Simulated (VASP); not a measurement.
Output of a VASP run:

**OUTCAR**
```
 ion  position               nearest neighbor table
   1  0.000  0.000  0.000-   3 2.67   3 2.67   3 2.67   2 2.67   3 2.67   2 2.67   2 2.67   2 2.67
  LATTYP: Found a face centered cubic cell.
 ALAT       =     6.1650140000
 Subroutine PRICEL returns:
 Original cell was already a primitive cell.
 Subroutine GETGRP returns: Found 48 space group operations
The static configuration has the point symmetry O_h .
The dynamic configuration has the point symmetry O_h .
 Subroutine INISYM returns: Found 48 space group operations
 Subroutine IBZKPT returns following result:
 Found     29 irreducible k-points:

 Following reciprocal coordinates:
            Coordinates               Weight
  0.000000  0.000000  0.000000      1.000000
  0.125000  0.000000  0.000000      8.000000
  0.250000  0.000000  0.000000      8.000000
  0.375000  0.000000  0.000000      8.000000
  0.500000  0.000000  0.000000      4.000000
  0.125000  0.125000  0.000000      6.000000
  0.250000  0.125000  0.000000     24.000000
  0.375000  0.125000  0.000000     24.000000
  0.500000  0.125000  0.000000     24.000000
 -0.375000  0.125000  0.000000     24.000000
 -0.250000  0.125000  0.000000     24.000000
 -0.125000  0.125000  0.000000     12.000000
  0.250000  0.250000  0.000000      6.000000
  0.375000  0.250000  0.000000     24.000000
  0.500000  0.250000  0.000000     24.000000
 -0.375000  0.250000  0.000000     24.000000
 -0.250000  0.250000  0.000000     12.000000
  0.375000  0.375000  0.000000      6.000000
  0.500000  0.375000  0.000000     24.000000
 -0.375000  0.375000  0.000000     12.000000
  0.500000  0.500000  0.000000      3.000000
  0.375000  0.250000  0.125000     24.000000
  0.500000  0.250000  0.125000     48.000000
 -0.375000  0.250000  0.125000     24.000000
  0.500000  0.375000  0.125000     24.000000
 -0.375000  0.375000  0.125000     48.000000
 -0.250000  0.375000  0.125000     24.000000
 -0.375000  0.500000  0.125000     12.000000
 -0.250000  0.500000  0.250000      6.000000
   k-points           NKPTS =     29   k-points in BZ     NKDIM =     29   number of bands    NBANDS=     22
   number of dos      NEDOS =    301   number of ions     NIONS =      3
   total plane-waves  NPLWV =  21952
   dimension x,y,z NGX =    28 NGY =   28 NGZ =   28
   dimension x,y,z NGXF=    56 NGYF=   56 NGZF=   56
   ions per type =               1   2
   PREC   = accura    normal or accurate (medium, high low for compatibility)
   ISTART =      0    job   : 0-new  1-cont  2-samecut
   ICHARG =      2    charge: 1-file 2-atom 10-const
   ISPIN  =      1    spin polarized calculation?
   LNONCOLLINEAR =      F non collinear calculations
   LSORBIT =      F    spin-orbit coupling
   INIWAV =      1    electr: 0-lowe 1-rand  2-diag
   ENCUT  =  400.0 eV  29.40 Ry    5.42 a.u.   7.11  7.11  7.11*2*pi/ulx,y,z
   NELM   =    100;   NELMIN=  2; NELMDL= -5     # of ELM steps
   EDIFF  = 0.1E-05   stopping-criterion for ELM
   LREAL  =      F    real-space projection
   NLSPLINE    = F    spline interpolate recip. space projectors
   LMAXMIX     =    6 max onsite mixed and CHGCAR
   VOSKOWN=      0    Vosko Wilk Nusair interpolation
   EDIFFG = 0.1E-04   stopping-criterion for IOM
   NSW    =      0    number of steps for IOM
   NBLOCK =      1;   KBLOCK =      1    inner block; outer block
   IBRION =     -1    ionic relax: 0-MD 1-quasi-New 2-CG
   NFREE  =      0    steps in history (QN), initial steepest desc. (CG)
   ISIF   =      2    stress and relaxation
   ISYM   =      2    0-nonsym 1-usesym 2-fastsym
   TEIN   =    0.0    initial temperature
   TEBEG  =    0.0;   TEEND  =   0.0 temperature during run
   SMASS  =  -3.00    Nose mass-parameter (am)
   PSTRESS=    0.0 pullay stress
   NELECT =      36.0000    total number of electrons
   EFERMI =   0.00;   METHOD = LEGACY
   ISMEAR =     1;   SIGMA  =   0.10  broadening in eV -4-tet -1-fermi 0-gaus
   IALGO  =     38    algorithm
   LDIAG  =      T    sub-space diagonalisation (order eigenvalues)
...
```

### OSZICAR
```
       N       E                     dE             d eps       ncg     rms          rms(c)
DAV:   1     0.260980056288E+03    0.26098E+03   -0.16246E+04  1474   0.360E+03
DAV:   2     0.203581083634E+02   -0.24062E+03   -0.23539E+03  1294   0.685E+02
DAV:   3    -0.183579348378E+02   -0.38716E+02   -0.38012E+02  1528   0.177E+02
DAV:   4    -0.198019370928E+02   -0.14440E+01   -0.14393E+01  1498   0.394E+01
DAV:   5    -0.198344787132E+02   -0.32542E-01   -0.32534E-01  1584   0.627E+00    0.101E+01
DAV:   6    -0.196149333700E+02    0.21955E+00   -0.14847E+00  1712   0.665E+00    0.372E+00
DAV:   7    -0.195271723931E+02    0.87761E-01   -0.50267E-01  1720   0.565E+00    0.366E+00
DAV:   8    -0.194864495930E+02    0.40723E-01   -0.10241E-01  1554   0.214E+00    0.174E-01
DAV:   9    -0.194872095338E+02   -0.75994E-03   -0.15256E-02  1756   0.180E+00    0.114E-01
DAV:  10    -0.194871105120E+02    0.99022E-04   -0.13699E-03  1650   0.318E-01    0.451E-02
DAV:  11    -0.194871936815E+02   -0.83170E-04   -0.26631E-04  1390   0.201E-01    0.177E-02
DAV:  12    -0.194871952011E+02   -0.15195E-05   -0.85930E-06  1600   0.300E-02    0.442E-03
DAV:  13    -0.194871976887E+02   -0.24877E-05   -0.55482E-06  1176   0.112E-02    0.149E-03
DAV:  14    -0.194871976502E+02    0.38473E-07   -0.70663E-08  1010   0.221E-03
   1 F= -.19487198E+02 E0= -.19487838E+02  d E =0.192021E-02
```

OUTCAR:
```
------------------------ aborting loop because EDIFF is reached ----------------------------------------
  FORCE on cell =-STRESS in cart. coord.  units (eV):
  Direction    XX          YY          ZZ          XY          YZ          ZX
  --------------------------------------------------------------------------------------
  Total       -3.9886276     -3.9886276     -3.9886276     -0.0000000     -0.0000000      0.0000000
  in kB     -109.0917373   -109.0917373   -109.0917373     -0.0000000     -0.0000000      0.0000000
  external PRESSURE =    -109.0917373 kB  Pullay stress =       0.0000000 kB
  volume of cell :       58.58
      direct lattice vectors                 reciprocal lattice vectors
     0.000000000  3.082507000  3.082507000    -0.162205633  0.162205633  0.162205633
     3.082507000  0.000000000  3.082507000     0.162205633 -0.162205633  0.162205633
     3.082507000  3.082507000  0.000000000     0.162205633  0.162205633 -0.162205633
 POSITION                                       TOTAL-FORCE (eV/Angst)
 -----------------------------------------------------------------------------------
      0.00000      0.00000      0.00000        -0.000000      0.000000     -0.000000
      1.54125      1.54125      1.54125         0.000000     -0.000000      0.000000
      4.62376      4.62376      4.62376        -0.000000      0.000000      0.000000
 -----------------------------------------------------------------------------------
    total drift:                                0.000000      0.000000      0.000000
  FREE ENERGIE OF THE ION-ELECTRON SYSTEM (eV)
  ---------------------------------------------------
  free  energy   TOTEN  =       -19.4871976502 eV

  energy  without entropy=      -19.4891178625  energy(sigma->0) =      -19.48783772
```
(Selected blocks of OUTCAR.)

### POSCAR
```
Ge2Os
1
    0.0000000000     3.0825070000     3.0825070000
    3.0825070000     0.0000000000     3.0825070000
    3.0825070000     3.0825070000     0.0000000000
Os Ge
1 2
Direct
  0.0000000000   0.0000000000   0.0000000000
  0.2500000000   0.2500000000   0.2500000000
  0.7500000000   0.7500000000   0.7500000000
```

### Question
Write an INCAR and KPOINTS that could have produced this output.

### Answer
One answer among several that fit: the input of the run itself, PBE GGA, plane waves, VASP's PBE PAW potentials (set 64).

### KPOINTS
```
Automatic
0
gamma
  8 8 8
```

INCAR:
```
SYSTEM  =  Ge2Os
PREC  =  Accurate; ENCUT  =  400; LREAL  =  .FALSE.
LASPH  =  .TRUE.
EDIFF  =  1E-6; NELM  =  100; ALGO  =  Normal
LMAXMIX  =  6
ISMEAR  =  1; SIGMA  =  0.1
GGA  =  PE
ISIF  =  2
LWAVE  =  .FALSE.; LCHARG  =  .FALSE.
```

POTCAR, in this order: Os Ge_d (PBE.64 set). Program: vasp_std.

The structure was generated: Ge2Os was put into the fluorite type (Fm-3m), which need not be its known phase. The cell was not relaxed at this level.
